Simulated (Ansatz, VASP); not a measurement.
# BiTe in two plane-wave programs, part 2 of 2

Aim: how closely do two programs agree when they are given the same cell, functional and k mesh? The cell is taken from a series of runs on this material, whose earlier steps may have relaxed, scaled, displaced or heated it; both programs get it as it stands.

VASP 6.6.1 and Ansatz 0.2.0.

So far: Set-up; VASP: relaxation of cell and atoms, PBEsol, pair 1; Ansatz: relaxation of cell and atoms, PBEsol, pair 1.

## Step 4: Comparison

Known differences besides the potentials themselves: the data sets hold 62 valence electrons in Ansatz (on its PAW soft_1 files) and 42 in VASP; the cutoff is 420 eV in Ansatz and 500 eV in VASP; Ansatz makes its cores anew for this functional, VASP keeps those of its PBE data sets; Ansatz adds a Pulay correction to the stress that steers its cell, VASP none. Total energies have different zeros and are not compared.

The two programs side by side:

```
                                         quantity  Ansatz    VASP  difference
                                      volume (Å³)  130.80  130.70     +0.08 %
edge a after relaxation, in the typed setting (Å)   4.522   4.521     +0.02 %
edge c after relaxation, in the typed setting (Å)   6.396   6.393     +0.04 %
```

## Step 5: Ansatz: relaxation of cell and atoms, PBEsol, pair 2

The relaxed volume is the usual yardstick between codes: in a stiff, nearly cubic crystal its relative difference is about their pressure difference at one cell divided by the bulk modulus.

The cell is taken from a series of runs on this material, whose earlier steps may have relaxed, scaled, displaced or heated it; both programs get it as it stands.

Input file input.yaml:

```yaml
crystal:
  lattice:
    - [4.529629137, 0.0, 0.0]
    - [0.0, 6.3905997571, 0.0]
    - [0.0, 0.0, 4.5182958739]
  atoms:
    - { symbol: Bi, position: [0.5, 0.5, 0.2635110295] }
    - { symbol: Bi, position: [0.0, 0.0, 0.7364889705] }
    - { symbol: Te, position: [0.5, 0.0, 0.2238916425] }
    - { symbol: Te, position: [0.0, 0.5, 0.7761083575] }
kpoints:
  mp_grid: { grid: [10, 8, 10] }
hamiltonian:
  xc: pbesol
  pseudopotentials: { kind: paw, azcp: { folder: soft_1 }, xc_functional: pbe }
scf:
  occupations: { method: methfessel_paxton, width: 0.2 }
output:
  forces: true
  stress: true
  eigenvalues: true
relax:
  adjacent_minimum: "off"
  f_tol: 0.001
  max_steps: 60
  cell: { stress_tol: 0.01 }
```

On the command line:

```sh
> ansatz run input.yaml --threads 4 --pin off --max-ram 10240MiB --backend cpu --events-out ev --progress --plain --runs-dir out
```

Numbers of over 12 decimals in the logs are rounded to 6 here.

The program printed:

```text
[...]
Crystal: 4 atoms, lattice volume = 130.791 Å³
Basis set: ecut = 420 eV, 2541 PW (Γ), exchange–correlation on 64×90×64 points (8 copies of the dense FFT grid, shifted against one another)
Bands: 38, of which v1, the nominal top of the filled ones, is band 31 counted from 1 (30 counted from 0)
Symmetry: 8 space group operations
[...]
k-points: 180 of 800
[...]
--- Relaxed structure (1 steps of the walk, 1 accepted, 1 SCFs on fresh bases) ---
[...]
cell:  # Å, volume = 130.7913 Å³
    - [4.529629137, 0.0, 0.0]
    - [0.0, 6.3905997571, 0.0]
    - [0.0, 0.0, 4.5182958739]
  atoms:
    - { symbol: Bi, position: [0.5, 0.500000, 0.2635110295] }
    - { symbol: Bi, position: [0.0, 0.0, 0.7364889705] }
    - { symbol: Te, position: [0.5, 0.0, 0.2238916425] }
    - { symbol: Te, position: [0.0, 0.500000, 0.7761083575] }
[key lines of the parts left out:]
SCF converged after 7 iterations
Free energy (F): -38292.458566 eV
Fermi energy:    10.212445 eV
P = ⅓ Tr σ = 0.0015 GPa (0.015 kbar)
```

## Step 6: VASP: relaxation of cell and atoms, PBEsol, pair 2

The same cell, functional, mesh and smearing now go to VASP, with its own data sets.

Input file INCAR:

```
SYSTEM = BiTe
PREC = Accurate
ENCUT = 500
EDIFF = 1E-07
NELM = 120
ISMEAR = 1
SIGMA = 0.2
LREAL = .FALSE.
ALGO = Normal
GGA = PS
NBANDS = 27
LORBIT = 11
LWAVE = .FALSE.
LCHARG = .FALSE.
ISIF = 3
IBRION = 2
NSW = 80
EDIFFG = -0.005
LASPH = .TRUE.
GGA_COMPAT = .FALSE.
NELMIN = 4
KPAR = 2
```

Input file POSCAR:

```
BiTe
1.0
    4.5296290000      0.0000000000      0.0000000000
    0.0000000000      6.3906000000      0.0000000000
    0.0000000000      0.0000000000      4.5182960000
Bi Te
2 2
Direct
    0.5000001104      0.5000000000      0.2635110670
    0.0000000000      0.0000000000      0.7364889330
    0.5000001104      0.0000000000      0.2238917061
    0.0000000000      0.5000000000      0.7761082939
```

Input file KPOINTS:

```
Automatic mesh
0
Gamma
10 8 10
0 0 0
```

The projector-augmented-wave data sets are Bi_d and Te (PBE family, release 64).

On the command line:

```sh
> mpirun -np 2 vasp_std
```

The program printed:

```text
[banner, memory and clock lines left out]
running    2 mpi-ranks, on    1 nodes
[...]
[... a notice as in an earlier step ...]

 LDA part: xc-table for (Slater+PW92), standard interpolation
 POSCAR, INCAR and KPOINTS ok, starting setup
[...]
entering main loop
       N       E                     dE             d eps       ncg     rms          rms(c)
DAV:   1     0.391798822332E+03    0.39180E+03   -0.19811E+04  9720   0.155E+03
DAV:   2     0.244553682993E+02   -0.36734E+03   -0.36026E+03 10081   0.403E+02
DAV:   3    -0.143556473687E+02   -0.38811E+02   -0.38000E+02 12156   0.145E+02
DAV:   4    -0.159596617892E+02   -0.16040E+01   -0.15888E+01 11195   0.304E+01
[...]
DAV:  14    -0.159830482596E+02   -0.11145E-06   -0.24615E-07  7722   0.254E-03    0.140E-03
DAV:  15    -0.159830483746E+02   -0.11505E-06   -0.18498E-08  5553   0.969E-04    0.201E-03
DAV:  16    -0.159830483535E+02    0.21109E-07   -0.32573E-09  5494   0.499E-04
   1 F= -.15983048E+02 E0= -.15983341E+02  d E =-.159830E+02
[...]
N       E                     dE             d eps       ncg     rms          rms(c)
DAV:   1    -0.159832549572E+02   -0.20658E-03   -0.64325E-03 11990   0.940E-01    0.821E-02
DAV:   2    -0.159830735645E+02    0.18139E-03   -0.36397E-04 11865   0.235E-01    0.345E-02
DAV:   3    -0.159830357953E+02    0.37769E-04   -0.13053E-04 12042   0.128E-01    0.518E-03
DAV:   4    -0.159830367347E+02   -0.93945E-06   -0.60933E-06 14331   0.192E-02    0.736E-03
DAV:   5    -0.159830376182E+02   -0.88347E-06   -0.50991E-07 10269   0.677E-03    0.251E-03
DAV:   6    -0.159830380008E+02   -0.38261E-06   -0.86107E-08  5304   0.271E-03    0.755E-04
DAV:   7    -0.159830380022E+02   -0.13679E-08   -0.17429E-08  5220   0.129E-03
   2 F= -.15983038E+02 E0= -.15983323E+02  d E =0.103513E-04
 trial-energy change:    0.000010  1 .order   -0.000004   -0.000017    0.000010
 step:   0.6400(harm=  0.6400)  dis= 0.00006  next Energy=   -15.983054 (dE=-0.546E-05)
 reached required accuracy - stopping structural energy minimisation
```

Parts of OUTCAR (step 6):

```text
  Total        0.0153370      0.0146331      0.0109487      0.0000000      0.0000000      0.0000000
  in kB        0.1880167      0.1793886      0.1342206      0.0000000      0.0000000      0.0000000
  external PRESSURE =       0.1672086 kB  Pullay stress =       0.0000000 kB

 POSITION                                       TOTAL-FORCE (eV/Angst)
 -----------------------------------------------------------------------------------
      2.26440      3.19424      1.19041         0.000000      0.000000      0.001823
      0.00000      0.00000      3.32683         0.000000      0.000000     -0.001823
      2.26440      0.00000      1.01147         0.000000      0.000000      0.001997
      0.00000      3.19424      3.50576         0.000000      0.000000     -0.001997
 -----------------------------------------------------------------------------------
    total drift:                               -0.000648     -0.000000      0.000458

  FREE ENERGIE OF THE ION-ELECTRON SYSTEM (eV)
  ---------------------------------------------------
  free  energy   TOTEN  =       -15.9830380022 eV

  energy  without entropy=      -15.9838919651  energy(sigma->0) =      -15.98332266

[... 1 part as in an earlier step ...]

[... 3 further parts left out ...]
[key lines of the parts left out:]
E-fermi :   6.9314
```

## Step 7: Side by side

What differs besides the data sets and the points named for the pairs above, as far as they apply: the data sets hold 62 valence electrons in Ansatz (on its PAW soft_1 files) and 42 in VASP. Total energies have different zeros and are not compared.

The two programs side by side:

```
                                         quantity  Ansatz    VASP  difference
                                      volume (Å³)  130.79  130.69     +0.07 %
edge a after relaxation, in the typed setting (Å)   4.530   4.529     +0.02 %
edge b after relaxation, in the typed setting (Å)   6.391   6.388     +0.03 %
edge c after relaxation, in the typed setting (Å)   4.518   4.517     +0.02 %
```

## Step 8: VASP: relaxation of cell and atoms, PBEsol, pair 3

The relaxed volume is the usual yardstick between codes: in a stiff, nearly cubic crystal its relative difference is about their pressure difference at one cell divided by the bulk modulus.

INCAR is that of step 6.

Input file POSCAR:

```
BiTe
1.0
    4.5251970000      0.0000000000      0.0000000000
    0.0000000000      6.3907600000      0.0000000000
    0.0000000000      0.0000000000      4.5226410000
Bi Te
2 2
Direct
    0.5000001105      0.0000000000      0.2633147314
    0.0000000000      0.5000000000      0.7366852686
    0.5000001105      0.5000000000      0.2241676932
    0.0000000000      0.0000000000      0.7758325279
```

KPOINTS is that of step 6.

On the command line:

```sh
> mpirun -np 2 vasp_std
```

The program printed:

```text
[... set-up lines as in an earlier step ...]
 entering main loop
       N       E                     dE             d eps       ncg     rms          rms(c)
DAV:   1     0.388679062875E+03    0.38868E+03   -0.19710E+04  9720   0.154E+03
DAV:   2     0.240067805936E+02   -0.36467E+03   -0.35783E+03 10086   0.401E+02
DAV:   3    -0.143827572211E+02   -0.38390E+02   -0.37544E+02 12229   0.144E+02
DAV:   4    -0.159580634409E+02   -0.15753E+01   -0.15624E+01 11192   0.303E+01
[...]
DAV:  14    -0.159830430218E+02   -0.11055E-06   -0.24511E-07  7709   0.252E-03    0.169E-03
DAV:  15    -0.159830431415E+02   -0.11964E-06   -0.20609E-08  5493   0.105E-03    0.195E-03
DAV:  16    -0.159830431241E+02    0.17363E-07   -0.39678E-09  5475   0.561E-04
   1 F= -.15983043E+02 E0= -.15983336E+02  d E =-.159830E+02
[...]
N       E                     dE             d eps       ncg     rms          rms(c)
DAV:   1    -0.159832538875E+02   -0.21075E-03   -0.61715E-03 11992   0.922E-01    0.807E-02
DAV:   2    -0.159830800247E+02    0.17386E-03   -0.35150E-04 11859   0.229E-01    0.338E-02
DAV:   3    -0.159830442223E+02    0.35802E-04   -0.12436E-04 12039   0.124E-01    0.507E-03
DAV:   4    -0.159830451336E+02   -0.91137E-06   -0.58506E-06 14537   0.191E-02    0.718E-03
DAV:   5    -0.159830459996E+02   -0.86595E-06   -0.49381E-07 10182   0.670E-03    0.246E-03
DAV:   6    -0.159830463809E+02   -0.38136E-06   -0.81586E-08  5337   0.265E-03    0.781E-04
DAV:   7    -0.159830463817E+02   -0.78944E-09   -0.16177E-08  5217   0.124E-03
   2 F= -.15983046E+02 E0= -.15983332E+02  d E =-.325764E-05
 trial-energy change:   -0.000003  1 .order   -0.000003   -0.000016    0.000009
 step:   0.6366(harm=  0.6366)  dis= 0.00005  next Energy=   -15.983048 (dE=-0.512E-05)
 reached required accuracy - stopping structural energy minimisation
```

Parts of OUTCAR (step 8):

```text
  Total        0.0152132      0.0139512      0.0108834      0.0000000      0.0000000      0.0000000
  in kB        0.1864956      0.1710252      0.1334180      0.0000000      0.0000000      0.0000000
  external PRESSURE =       0.1636463 kB  Pullay stress =       0.0000000 kB

 POSITION                                       TOTAL-FORCE (eV/Angst)
 -----------------------------------------------------------------------------------
      2.26217      0.00000      1.19067         0.000000      0.000000      0.002024
      0.00000      3.19439      3.33089         0.000000      0.000000     -0.002024
      2.26217      3.19439      1.01367         0.000000      0.000000      0.001632
      0.00000      0.00000      3.50789         0.000000      0.000000     -0.001632
 -----------------------------------------------------------------------------------
    total drift:                               -0.000461      0.000000     -0.000263

  FREE ENERGIE OF THE ION-ELECTRON SYSTEM (eV)
  ---------------------------------------------------
  free  energy   TOTEN  =       -15.9830463817 eV

  energy  without entropy=      -15.9839031091  energy(sigma->0) =      -15.98333196

[... 2 parts as in an earlier step ...]

[... 2 further parts left out ...]
[key lines of the parts left out:]
E-fermi :   6.9312
```

## Step 9: Ansatz: relaxation of cell and atoms, PBEsol, pair 3

The same cell, functional, mesh and smearing now go to Ansatz, which takes its cutoff from its data sets.

The cell is taken from a series of runs on this material, whose earlier steps may have relaxed, scaled, displaced or heated it; both programs get it as it stands.

input.yaml, the sections that differ from step 5:

```yaml
crystal:
  lattice:
    - [4.5251971148, 0.0, 0.0]
    - [0.0, 6.3907601737, 0.0]
    - [0.0, 0.0, 4.5226413444]
  atoms:
    - { symbol: Bi, position: [0.5, 0.0, 0.2633147252] }
    - { symbol: Bi, position: [0.0, 0.5, 0.7366852748] }
    - { symbol: Te, position: [0.5, 0.5, 0.2241676413] }
    - { symbol: Te, position: [0.0, 0.0, 0.7758323587] }
# kpoints, hamiltonian, scf, output, relax: as in step 5
```

On the command line:

```sh
> ansatz run input.yaml --threads 4 --pin off --max-ram 10240MiB --backend cpu --events-out ev --progress --plain --runs-dir out
```

The program printed:

```text
[...]
Crystal: 4 atoms, lattice volume = 130.792 Å³
Basis set: ecut = 420 eV, 2541 PW (Γ), exchange–correlation on 64×90×64 points (8 copies of the dense FFT grid, shifted against one another)
Bands: 38, of which v1, the nominal top of the filled ones, is band 31 counted from 1 (30 counted from 0)
Symmetry: 8 space group operations
[...]
k-points: 180 of 800
[...]
--- Relaxed structure (1 steps of the walk, 1 accepted, 1 SCFs on fresh bases) ---
[...]
cell:  # Å, volume = 130.7923 Å³
    - [4.5251971148, 0.0, 0.0]
    - [0.0, 6.3907601737, 0.0]
    - [0.0, 0.0, 4.5226413444]
  atoms:
    - { symbol: Bi, position: [0.500000, 0.0, 0.2633147252] }
    - { symbol: Bi, position: [0.0, 0.5, 0.7366852748] }
    - { symbol: Te, position: [0.500000, 0.5, 0.224168] }
    - { symbol: Te, position: [0.0, 0.0, 0.775832] }
[key lines of the parts left out:]
SCF converged after 7 iterations
Free energy (F): -38292.458563 eV
Fermi energy:    10.212388 eV
P = ⅓ Tr σ = 0.0020 GPa (0.020 kbar)
```

## Step 10: Comparison

What differs besides the data sets and the points named for the pairs above, as far as they apply: the data sets hold 62 valence electrons in Ansatz (on its PAW soft_1 files) and 42 in VASP. Total energies have different zeros and are not compared.

The two programs side by side:

```
                                         quantity  Ansatz    VASP  difference
                                      volume (Å³)  130.79  130.70     +0.07 %
edge a after relaxation, in the typed setting (Å)   4.525   4.524     +0.02 %
edge b after relaxation, in the typed setting (Å)   6.391   6.389     +0.03 %
edge c after relaxation, in the typed setting (Å)   4.523   4.522     +0.02 %
```

## Step 11: Outcome

```
difference in volume (relaxation of cell and atoms, PBEsol, pair 1) : 0.076 %
difference in volume (relaxation of cell and atoms, PBEsol, pair 2) : 0.075 %
difference in volume (relaxation of cell and atoms, PBEsol, pair 3) : 0.074 %
```

In words: The difference in volume is 0.076 % (relaxation of cell and atoms, PBEsol, pair 1), within the 1.2 % picked in this series as the mark of a large difference, as far as the stopping tolerances let one tell. The data sets hold unlike numbers of valence electrons (62 in Ansatz and 42 in VASP), so part of the differences comes from the potentials. 3 further runs of this series are not shown here. Such differences can come from data sets, numerical settings and the points named under the comparisons, not from the functional's error against experiment.

[Lines on the potential files, build, host, timing and source positions are cut from VASP's logs without a mark.]

[Logs are printed without paths, hosts, clocks, repeated set-up lines and the standing remarks that a program may print on its own settings, such as how far it seeks lower states.]

[Hosts, paths, dates, database ids (printed as entryN), source tags and the programs' standing remarks are cut or masked in the printed files.]
